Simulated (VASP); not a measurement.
Write an ASE script for VASP 6.6.1 that does the following.

```
Task                   : relaxation of cell and atoms
Functional             : PBEsol
Potentials or basis    : VASP PAW PBE potentials, release 64 (Be, Pt, C)
Cutoff                 : 580 eV
k mesh                 : 5 × 5 × 5
Occupations            : tetrahedron
Spin                   : spin-orbit coupling, no magnetisation
Optimiser              : LBFGS
Further INCAR settings : ALGO = Normal; EDIFF = 1.00e-06
```

The structure of BePtC3 lies in BePtC3.cif:

```cif
data_BePtC3
_cell_length_a 3.60830000
_cell_length_b 3.60830000
_cell_length_c 3.60830000
_cell_angle_alpha 90.00000000
_cell_angle_beta 90.00000000
_cell_angle_gamma 90.00000000
_space_group_name_H-M_alt 'Pm-3m'
_space_group_name_Hall '-P 4 2 3'
_space_group_IT_number 221
loop_
_space_group_symop_operation_xyz
'x,y,z'
'-x,-y,-z'
'-y,x,z'
'y,-x,-z'
'-x,-y,z'
'x,y,-z'
'y,-x,z'
'-y,x,-z'
'x,-y,-z'
'-x,y,z'
'-y,-x,-z'
'y,x,z'
'-x,y,-z'
'x,-y,z'
'y,x,-z'
'-y,-x,z'
'z,x,y'
'-z,-x,-y'
'z,-y,x'
'-z,y,-x'
'z,-x,-y'
'-z,x,y'
'z,y,-x'
'-z,-y,x'
'-z,x,-y'
'z,-x,y'
'-z,-y,-x'
'z,y,x'
'-z,-x,y'
'z,x,-y'
'-z,y,x'
'z,-y,-x'
'y,z,x'
'-y,-z,-x'
'x,z,-y'
'-x,-z,y'
'-y,z,-x'
'y,-z,x'
'-x,z,y'
'x,-z,-y'
'-y,-z,x'
'y,z,-x'
'-x,-z,-y'
'x,z,y'
'y,-z,-x'
'-y,z,x'
'x,-z,y'
'-x,z,-y'
loop_
_atom_site_label
_atom_site_type_symbol
_atom_site_symmetry_multiplicity
_atom_site_Wyckoff_symbol
_atom_site_fract_x
_atom_site_fract_y
_atom_site_fract_z
_atom_site_occupancy
Be1 Be 1 b 0.5000000000 0.5000000000 0.5000000000 1
Pt1 Pt 1 a 0.0000000000 0.0000000000 0.0000000000 1
C1 C 3 c 0.5000000000 0.5000000000 0.0000000000 1
```

The cell was built by a generator and needn't be a form met in nature.

The input as run:

run.py

```python
from ase.calculators.vasp import Vasp
from ase.filters import FrechetCellFilter
from ase.io import read
from ase.optimize import LBFGS

atoms = read('BePtC3.cif', primitive_cell=True, subtrans_included=False)
calc = Vasp(
    directory='calc',
    xc='pbesol',
    pp='PBE',
    setups='minimal',
    prec='Accurate',
    encut=580,
    ediff=1e-06,
    ismear=-5,
    sigma=0.05,
    lreal=False,
    lasph=True,
    nelm=60,
    algo='Normal',
    isif=2,
    lwave=False,
    lcharg=False,
    lorbit=11,
    lsorbit=True,
    gga_compat=False,
    lmaxmix=4,
    kpts=[5, 5, 5],
    gamma=True,
)
atoms.calc = calc
opt = LBFGS(FrechetCellFilter(atoms), trajectory='relax.traj')
converged = opt.run(fmax=0.01, steps=40)
print('converged:', converged)

print('energy (eV):', atoms.get_potential_energy())
print('free energy (eV):', atoms.get_potential_energy(force_consistent=True))
print('forces (eV/A):')
print(atoms.get_forces())
print('stress (eV/A^3, Voigt):', atoms.get_stress())
print('Fermi level (eV):', calc.get_fermi_level())
print('cell (A, degrees):', atoms.cell.cellpar())
print('volume (A^3):', atoms.get_volume())
print('scaled positions:')
print(atoms.get_scaled_positions())
```

Potentials or basis: VASP PAW PBE potentials, release 64 (Be, Pt, C).

Run with:

```sh
$ python run.py
```

Results of the run:

- Relaxed volume: 9.07 Å³/atom
- Relaxed cell: a = 3.566 Å, b = 3.566 Å, c = 3.566 Å, α = 90.00°, β = 90.00°, γ = 90.00°
- Space group after relaxing (to 0.05 Å): Pm-3m (No. 221)
- Energy gained by relaxing: 5.7 meV/atom
- Ionic steps: 4
- Pressure after relaxing: 0.0 GPa
- Valence electrons inside the program's atomic spheres: Be 1.54; Pt 8.96; C 2.17

Caveat: the PAW data sets were made with another functional, which shifts forces and pressure a little.

Run time: 4.2 min on 1 thread of AMD EPYC 9R14 (Zen 4), with other jobs on the host, peak memory 0.26 GiB.
